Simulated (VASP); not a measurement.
Crystal: SnO2.

```xyz
6
Lattice="4.8301 0.0000 0.0000 0.0000 4.8301 0.0000 0.0000 0.0000 3.2422" Properties=species:S:1:pos:R:3 pbc="T T T"
Sn    2.4151    2.4151    1.6211
Sn    0.0000    0.0000    0.0000
O     0.9344    3.8958    1.6211
O     3.8958    0.9344    1.6211
O     1.4807    1.4807    0.0000
O     3.3495    3.3495    0.0000
```

The cell is a database's computed one.

Base run:

* Program: VASP 6.6.1
* Functional: r2SCAN
* Potentials or basis: VASP PAW PBE potentials, release 64 (Sn_d, O)
* Cutoff: 450 eV
* k mesh: 8 × 8 × 10
* Occupations: gaussian, width 0.02 eV
* Spin: no spin polarisation

Its results: band gap on the k mesh 1.32 eV, direct.

The run is repeated on the same cell with these changes: functional from r2SCAN to LDA; potentials or basis from VASP PAW PBE potentials, release 64 (Sn_d, O) to VASP PAW LDA potentials, release 64 (Sn_d, O). What comes out?

Band gap on the k mesh 0.53 eV, direct.

Caveats: spin-orbit coupling is left out, which moves the levels of the heavy elements.
